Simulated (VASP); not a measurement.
```
InSe
1.0
    4.08955     0.00000     0.00000
   -2.04478     3.54166     0.00000
    0.00000     0.00000    18.11081
In Se
4 4
Direct
  0.33333   0.66667   0.17195
  0.66667   0.33333   0.67195
  0.66667   0.33333   0.82805
  0.33333   0.66667   0.32805
  0.33333   0.66667   0.60160
  0.66667   0.33333   0.10160
  0.66667   0.33333   0.39840
  0.33333   0.66667   0.89840
```

All values below come from PBE GGA, VASP's PBE PAW potentials (set 64) (plane waves; VASP). Settings: 400 eV cut-off, Gaussian smearing of 0.050 eV, potentials In_d Se.

Without a dispersion term in the relaxation, distances and binding between the weakly bound layers, chains or molecules are unreliable, and so is what depends on them. Unless said otherwise, spin-orbit coupling is left out, though it shifts the bands of the heavy elements here.

### Question
Estimate the band gap (along the path) with the smallest direct gap where there is one.

### Answer

| Quantity | Result |
|---|---|
| band gap (along the path) | 0.60 eV |
| smallest direct gap (along the path) | 0.60 eV |

The absolute energy has meaning only against runs of the same code, potentials and settings.

The structure was generated: InSe was put into the beta-GaS type (P6_3/mmc), a phase also known from measurement. It was relaxed first, which changed the volume by -7 %.
